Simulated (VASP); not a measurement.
The system is BaC3.

```
Ba C
1.0
     4.25395    0.00000    0.00000
    -2.12697    3.68403    0.00000
     0.00000    0.00000    4.31079
Ba C
2 6
Cartesian
  2.1270 1.2280 2.1554
  0.0000 2.4560 2.1554
  0.7090 1.2280 0.0000
  -1.4180 2.4560 0.0000
  2.8360 0.0000 0.0000
  -0.7090 1.2280 0.0000
  1.4180 2.4560 0.0000
  1.4180 0.0000 0.0000
```

The cell was built by a generator and needn't be a form met in nature.

- Program: VASP 6.6.1
- Task: relaxation of cell and atoms
- Functional: PBE
- Potentials or basis: VASP PAW PBE potentials, release 64 (Ba_sv, C)
- Cutoff: 600 eV
- k mesh: 6 × 6 × 4
- Occupations: gaussian, width 0.1 eV
- Spin: no spin polarisation

At the start: pressure 147.6 GPa; volume 8.44 Å³/atom.

Where does the relaxation end?

Over 10 steps the energy falls by 1305.4 meV/atom and the volume is 12.53 Å³/atom (+48.4 %); space group P6/mmm (No. 191, to 0.05 Å).

Step by step:
```tsv
step	energy change (eV)	largest force (eV/Å)	pressure (GPa)	volume (Å³)
1	0.0000	0.9493	147.59	67.56
2	2.8949	1.0772	-26.91	175.58
3	-9.7081	0.5257	-7.59	101.27
4	-9.8304	0.5617	-2.23	98.14
5	-9.8500	0.5799	1.44	96.26
6	-10.4177	0.0226	1.10	98.81
7	-10.4362	0.2013	1.58	99.37
8	-10.4363	0.1769	1.52	99.32
9	-10.4398	0.0975	-1.30	100.94
10	-10.4430	0.0110	-0.16	100.26
```

Final structure:
```cif
data_structure
_symmetry_space_group_name_H-M 'P 1'
_symmetry_Int_Tables_number 1
_cell_length_a 4.7234
_cell_length_b 4.7234
_cell_length_c 5.1892
_cell_angle_alpha 90.000
_cell_angle_beta 90.000
_cell_angle_gamma 120.000
_cell_volume 100.26
loop_
_atom_site_label
_atom_site_type_symbol
_atom_site_fract_x
_atom_site_fract_y
_atom_site_fract_z
_atom_site_occupancy
Ba1 Ba 0.66667 0.33333 0.50000 1
Ba2 Ba 0.33333 0.66667 0.50000 1
C1 C 0.33291 0.33291 0.00000 1
C2 C 0.00000 0.66709 0.00000 1
C3 C 0.66709 0.00000 0.00000 1
C4 C 0.00000 0.33291 0.00000 1
C5 C 0.66709 0.66709 0.00000 1
C6 C 0.33291 0.00000 0.00000 1
```

Caveat: the k mesh is coarse (spacing up to 0.36 Å⁻¹), so the values aren't converged; the volume moved by over 15 % at a fixed basis, so the end points are rough.
